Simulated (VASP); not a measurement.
Data:

```
SrVO3
1.0
    3.83055     0.00000     0.00000
    0.00000     3.83055     0.00000
    0.00000     0.00000     3.83055
Sr V O
1 1 3
Direct
  0.00000   0.00000   0.00000
  0.50000   0.50000   0.50000
  0.50000   0.00000   0.50000
  0.00000   0.50000   0.50000
  0.50000   0.50000   0.00000
```

Level of theory: SCAN meta-GGA, VASP's PBE PAW potentials (set 64) (plane waves; VASP). Run with 520 eV cut-off, 9×9×9 Γ-centred mesh, tetrahedra with Blöchl corrections, potentials Sr_sv V_sv O.

Q: What does the run give for the energy per atom (σ→0), band gap (over mesh and band path) with the smallest direct gap where there is one?

A: 
| Item | Value |
|---|---|
| band gap (over mesh and band path) | none (metal, semimetal or under 0.01 eV) |
| energy per atom (σ→0) | -14.745 eV/atom |

The absolute energy has meaning only against runs of the same code, potentials and settings.

The compound is SrVO3 in the cubic perovskite structure. It was relaxed first. The run is not spin-polarised, so no magnetic state was tried. The electron count is odd and the run is not spin-polarised, which forces a metal.
